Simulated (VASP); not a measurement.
Here is the system:

```
CELL_PARAMETERS angstrom
      2.85098     0.00000     0.00000
      0.00000     2.85098     0.00000
      0.00000     0.00000     2.85098
ATOMIC_POSITIONS crystal
  Al 0.50000 0.50000 0.50000
  Co 0.00000 0.00000 0.00000
```

Method: PBEsol GGA, VASP's PBE PAW potentials (set 64) (plane waves; VASP). Run with 520 eV cut-off, 13×13×13 Γ-centred mesh, first-order Methfessel-Paxton smearing of 0.10 eV, potentials Al Co.

**Question.** Give the stress tensor in GPa (positive for a compressed cell).

**Answer.** 
```
-5.44   0.00   0.00
 0.00  -5.44   0.00
 0.00   0.00  -5.44
```
The pressure is its mean diagonal, -5.44 GPa.

The compound is CoAl in the CsCl type structure. This cell is one point of a volume scan, at 1.03 of the reference volume. The run is not spin-polarised, so no magnetic state was tried.
